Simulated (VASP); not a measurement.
```
CELL_PARAMETERS angstrom
      0.00000     3.22331     3.22331
      3.22331     0.00000     3.22331
      3.22331     3.22331     0.00000
ATOMIC_POSITIONS crystal
  Rb 0.00000 0.00000 0.00000
  Cl 0.50000 0.50000 0.50000
```

Calculation: LDA (Ceperley-Alder, Perdew-Zunger), VASP's LDA PAW potentials (set 64) (plane waves; VASP). Run with 520 eV cut-off, 7×7×7 Γ-centred mesh, Gaussian smearing of 0.050 eV, potentials Rb_sv Cl.

Predict the energy per atom (σ→0), band gap (on the k-mesh) with the smallest direct gap where there is one.

| Item | Result |
|---|---|
| band gap (on the k-mesh) | 4.75 eV |
| smallest direct gap (on the k-mesh) | 4.75 eV |
| energy per atom (σ→0) | -3.632 eV/atom |

Total energies compare only between runs with the same potentials, cut-off and functional.

The compound is RbCl in the rock salt structure. This cell is one point of a volume scan, at 1.03 of the reference volume.
